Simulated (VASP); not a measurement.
These are LDA (Ceperley-Alder, Perdew-Zunger), VASP's LDA PAW potentials (set 64) (plane waves; VASP 6.6.1) values and carry that method's errors.

VASP ran on this input.

**POSCAR**
```
CdSe
1.0
  2.1294714542  -3.6883525224   0.0000000000
  2.1294714542   3.6883525224   0.0000000000
  0.0000000000   0.0000000000   6.9328521546
Cd Se
2 2
direct
  0.6666670000   0.3333330000   0.5000834477
  0.3333330000   0.6666670000   0.0000834477
  0.6666670000   0.3333330000   0.8759165523
  0.3333330000   0.6666670000   0.3759165523
```

KPOINTS:
```
Automatic mesh
0
Gamma
6 6 3
0 0 0
```

### INCAR
```
# general
SYSTEM =CdSe
PREC   =Accurate
ENCUT  =400
LREAL  =.False.
LASPH  =.True.

# electronic loop
EDIFF  =1E-6
NELM   =100
ALGO   =Normal
LMAXMIX=4

# smearing
ISMEAR =0
SIGMA  =0.05

# ions
IBRION =2
NSW    =60
ISIF   =3
EDIFFG =-0.02

# output
LWAVE  =.False.
LCHARG =.False.
```

POTCAR, in this order: Cd Se (LDA.64 set). Program: vasp_std.

The run wrote:

### OSZICAR
```
       N       E                     dE             d eps       ncg     rms          rms(c)
DAV:   1     0.215462587426E+03    0.21546E+03   -0.15124E+04   616   0.120E+03
DAV:   2    -0.243922391281E+01   -0.21790E+03   -0.21348E+03   696   0.329E+02
DAV:   3    -0.141499707877E+02   -0.11711E+02   -0.11675E+02   694   0.774E+01
DAV:   4    -0.142538677499E+02   -0.10390E+00   -0.10385E+00   712   0.683E+00
DAV:   5    -0.142546670828E+02   -0.79933E-03   -0.79929E-03   718   0.569E-01    0.993E+00
DAV:   6    -0.135627716766E+02    0.69190E+00   -0.15847E+00   780   0.135E+01    0.750E+00
DAV:   7    -0.135164038271E+02    0.46368E-01   -0.58391E-01   688   0.439E+00    0.249E+00
DAV:   8    -0.135067833115E+02    0.96205E-02   -0.85028E-02   688   0.325E+00    0.400E-01
DAV:   9    -0.135061542654E+02    0.62905E-03   -0.10308E-02   706   0.135E+00    0.131E-01
DAV:  10    -0.135060186465E+02    0.13562E-03   -0.77542E-04   778   0.370E-01    0.472E-02
DAV:  11    -0.135060329545E+02   -0.14308E-04   -0.76938E-05   664   0.676E-02    0.130E-02
DAV:  12    -0.135060318033E+02    0.11512E-05   -0.20308E-05   730   0.547E-02    0.774E-03
DAV:  13    -0.135060315776E+02    0.22573E-06   -0.26469E-06   506   0.210E-02
   1 F= -.13506032E+02 E0= -.13506032E+02  d E =-.135060E+02
       N       E                     dE             d eps       ncg     rms          rms(c)
DAV:   1    -0.135111125496E+02   -0.50807E-02   -0.13753E-01   634   0.369E+00    0.504E-01
DAV:   2    -0.135069028179E+02    0.42097E-02   -0.12525E-02   706   0.144E+00    0.182E-01
DAV:   3    -0.135063703338E+02    0.53248E-03   -0.12437E-03   688   0.293E-01    0.150E-01
DAV:   4    -0.135062433067E+02    0.12703E-03   -0.20393E-04   676   0.114E-01    0.215E-02
DAV:   5    -0.135062359370E+02    0.73697E-05   -0.56536E-05   724   0.918E-02    0.142E-02
DAV:   6    -0.135062358354E+02    0.10164E-06   -0.61655E-06   664   0.249E-02
   2 F= -.13506236E+02 E0= -.13506236E+02  d E =-.204258E-03
```

File OUTCAR:
```
------------------------ aborting loop because EDIFF is reached ----------------------------------------
  FORCE on cell =-STRESS in cart. coord.  units (eV):
  Direction    XX          YY          ZZ          XY          YZ          ZX
  --------------------------------------------------------------------------------------
  Total        0.0552151      0.0552151      0.0486089      0.0000000      0.0000000      0.0000000
  in kB        0.8151140      0.8151139      0.7175902      0.0000000      0.0000000      0.0000000
  external PRESSURE =       0.7826060 kB  Pullay stress =       0.0000000 kB
  volume of cell :      108.53
      direct lattice vectors                 reciprocal lattice vectors
     2.125511032 -3.681492871  0.000000000     0.235237546 -0.135814469 -0.000000000
     2.125511032  3.681492871  0.000000000     0.235237546  0.135814469 -0.000000000
     0.000000000  0.000000000  6.934777635    -0.000000000  0.000000000  0.144200730
  FREE ENERGIE OF THE ION-ELECTRON SYSTEM (eV)
  ---------------------------------------------------
  free  energy   TOTEN  =       -13.5062358354 eV

  energy  without entropy=      -13.5062358354  energy(sigma->0) =      -13.50623584

 reached required accuracy - stopping structural energy minimisation
```
(Selected blocks of OUTCAR.)

**CONTCAR**
```
CdSe
   1.00000000000000
     2.1255110316626151   -3.6814928706265255    0.0000000000000000
     2.1255110316626151    3.6814928706265255    0.0000000000000000
     0.0000000000000000    0.0000000000000000    6.9347776350827219
  Cd              Se
     2     2
Direct
     0.6666669999999968    0.3333330000000032    0.4999997424352596
     0.3333330000000032    0.6666669999999968    0.9999997424352596
     0.6666669999999968    0.3333330000000032    0.8760002575647381
     0.3333330000000032    0.6666669999999968    0.3760002575647381
```

The compound is CdSe in the wurtzite structure. This run relaxes it. Symmetry was kept, so distortions that lower it aren't found. The start is the result of an earlier pass.
